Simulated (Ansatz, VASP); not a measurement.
## BeB3P2: VASP beside Ansatz

```
Be B P
1.0
     3.10842    1.79465    2.40024
    -3.10842    1.79465    2.40024
     0.00000   -3.58930    2.40024
Be B P
1 3 2
Cartesian
  0.0000 0.0000 3.6004
  -1.5542 0.8973 1.2001
  1.5542 0.8973 1.2001
  0.0000 -1.7946 1.2001
  0.0000 0.0000 5.6528
  0.0000 0.0000 1.5479
```

Alike in both runs: functional PBE; k mesh 6 × 6 × 6; occupations gaussian, width 0.1 eV; no spin polarisation.

Ansatz relaxed the structure, and its values are those at the end. VASP's run is a single point on that final structure, the one shown.

|  | VASP | Ansatz |
| --- | --- | --- |
| version | VASP 6.6.1 | Ansatz 0.2.0 |
| potentials or method | VASP PAW PBE potentials, release 64 (Be, B, P) | scalar-relativistic, plane waves, PAW |
| plane-wave cutoff (eV) | 520 | 420 |
| valence electrons in the cell | 21 | 21 |

Ansatz gave:

| Property | Result |
| --- | --- |
| gap on the k mesh at the Fermi level (eV) | none |
| pressure (GPa) | 0.0 |
| rms of the force components (eV/Å) | 0.001 |

Task: What did VASP give for the same quantities?

Result: gap on the k mesh at the Fermi level (eV): none; pressure (GPa): -0.2; rms of the force components (eV/Å): 0.005.

A gap of «none» marks a metal or a gap that the smearing closes.
